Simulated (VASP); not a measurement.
Ir: relaxation of cell and atoms with PBEsol

Ir:

```
Ir
1.0
     0.00000    1.91500    1.91500
     1.91500    0.00000    1.91500
     1.91500    1.91500    0.00000
Ir
1
Direct
  0.00000 0.00000 0.00000
```

The cell was built by a generator and needn't be a form met in nature.

```
Program                : VASP 6.6.1
Task                   : relaxation of cell and atoms
Functional             : PBEsol
Potentials or basis    : VASP PAW PBE potentials, release 64 (Ir)
Cutoff                 : 600 eV
k mesh                 : 18 × 18 × 18
Occupations            : methfessel-paxton, width 0.1 eV
Spin                   : no spin polarisation
Further INCAR settings : ALGO = Normal; EDIFF = 1e-06; IBRION = 2; EDIFFG = -0.005; NSW = 60; ISIF = 3
```

- Relaxed volume: 14.08 Å³/atom
- Relaxed cell: a = 2.711 Å, b = 2.711 Å, c = 2.711 Å, α = 60.00°, β = 60.00°, γ = 60.00°
- Space group after relaxing (to 0.05 Å): Fm-3m (No. 225)
- Energy gained by relaxing: 0.1 meV/atom
- Ionic steps: 3
- Pressure after relaxing: 0.0 GPa
- Band gap on the k mesh: none (metal or under the smearing width)

The path:
| step | energy change (eV) | largest force (eV/Å) | pressure (GPa) | volume (Å³) |
| --- | --- | --- | --- | --- |
| 1 | 0.0000 | 0.0000 | 1.04 | 14.05 |
| 2 | 0.0017 | 0.0000 | -3.92 | 14.23 |
| 3 | -0.0001 | 0.0000 | 0.00 | 14.08 |

Final structure:
```
Ir
1.0
     0.00000    1.91675    1.91675
     1.91675    0.00000    1.91675
     1.91675    1.91675    0.00000
Ir
1
Direct
  0.00000 0.00000 0.00000
```

Levels at points of the mesh, in eV from the Fermi level:
```
           k point  band 1  band 2  band 3  band 4  band 5  band 6  band 7  band 8
(0.00, 0.00, 0.00)  -11.28   -3.97   -3.97   -3.97   -1.24   -1.24   14.27   19.87
(0.50, 0.00, 0.00)   -8.23   -4.07   -4.07   -0.87    0.87    0.87    7.23   13.80
(0.50, 0.50, 0.00)   -8.04   -7.46    0.85    1.45    1.45    1.60   10.48   11.64
```

It took 26 s on 1 thread of AMD EPYC 9R45 96-Core Processor (Zen 5), with other jobs on the host, peak memory 0.14 GiB.

Caveat: the PAW data sets were made with another functional, which shifts forces and pressure a little. The run has no spin-orbit coupling, so splittings on Ir are missing.
